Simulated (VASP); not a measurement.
Here is the system:

```
KZnF3
1.0
    3.97946     0.00000     0.00000
    0.00000     3.97946     0.00000
    0.00000     0.00000     3.97946
K Zn F
1 1 3
Direct
  0.00000   0.00000   0.00000
  0.50000   0.50000   0.50000
  0.50000   0.00000   0.50000
  0.00000   0.50000   0.50000
  0.50000   0.50000   0.00000
```

Level of theory: LDA (Ceperley-Alder, Perdew-Zunger), VASP's LDA PAW potentials (set 64) (plane waves; VASP). Run with 520 eV cut-off, 5×5×5 Γ-centred mesh, Gaussian smearing of 0.050 eV, potentials K_sv Zn F.

**Question.** Estimate the energy per atom (σ→0).

**Answer.** 
- energy per atom (σ→0): -4.621 eV/atom

The compound is KZnF3 in the cubic perovskite structure. It was relaxed first, which changed the volume by -5 %. The start is the result of an earlier pass.
